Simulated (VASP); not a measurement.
Input of a VASP 6.6.1 run:

Contents of POSCAR:

```
MnSiSe3
1.0
    4.8341200000      0.0000000000      0.0000000000
    0.0000000000      4.8341200000      0.0000000000
    0.0000000000      0.0000000000      4.8341200000
Mn Si Se
1 1 3
Direct
    0.0000000000      0.0000000000      0.0000000000
    0.5000000000      0.5000000000      0.5000000000
    0.0000000000      0.5000000000      0.5000000000
    0.5000000000      0.0000000000      0.5000000000
    0.5000000000      0.5000000000      0.0000000000
```

The input INCAR.step1:

```
SYSTEM = MnSiSe3
ALGO = Fast
EDIFF = 1E-6
ENCUT = 520
GGA = CA
ISIF = 2
ISMEAR = -1
ISPIN = 2
LASPH = .TRUE.
LCHARG = .TRUE.
LDAU = .TRUE.
LDAUJ = 0 0 0
LDAUL = 2 -1 -1
LDAUPRINT = 1
LDAUTYPE = 2
LDAUU = 5 0 0
LMAXMIX = 4
LREAL = .FALSE.
LWAVE = .FALSE.
MAGMOM = 4 0 0 0 0
NELM = 120
PREC = Accurate
SIGMA = 0.05
```

The input KPOINTS.step1:

```
k-points
0
G
  5 5 5
  0 0 0
```

INCAR.step2

```
SYSTEM = MnSiSe3
ALGO = Fast
EDIFF = 1E-6
ENCUT = 520
GGA = CA
ICHARG = 11
ISIF = 2
ISMEAR = -5
ISPIN = 2
LASPH = .TRUE.
LCHARG = .FALSE.
LDAU = .TRUE.
LDAUJ = 0 0 0
LDAUL = 2 -1 -1
LDAUPRINT = 1
LDAUTYPE = 2
LDAUU = 5 0 0
LMAXMIX = 4
LORBIT = 11
LREAL = .FALSE.
LWAVE = .FALSE.
MAGMOM = 4 0 0 0 0
NEDOS = 1001
NELM = 120
PREC = Accurate
SIGMA = 0.05
```

Contents of KPOINTS.step2:

```
k-points
0
G
  8 8 8
  0 0 0
```

Potentials or basis: VASP PAW LDA potentials, release 64 (Mn_pv, Si, Se).

Command:

```bash
$ cat potpaw_LDA.64/Mn_pv/POTCAR potpaw_LDA.64/Si/POTCAR potpaw_LDA.64/Se/POTCAR > POTCAR
$ cp INCAR.step1 INCAR
$ cp KPOINTS.step1 KPOINTS
$ mpirun -np 1 vasp_std > vasp.out
$ cp INCAR.step2 INCAR
$ cp KPOINTS.step2 KPOINTS
$ mpirun -np 1 vasp_std > vasp.out
```

(1) Estimate the site moments.

(2) Predict the net moment.

Results:

(1) Mn +4.72; Si +0.02; Se +0.00 μB.

(2) 5.33 μB per cell.

Caveat: a cell with one magnetic atom can't hold antiferromagnetic order, which such compounds often take.
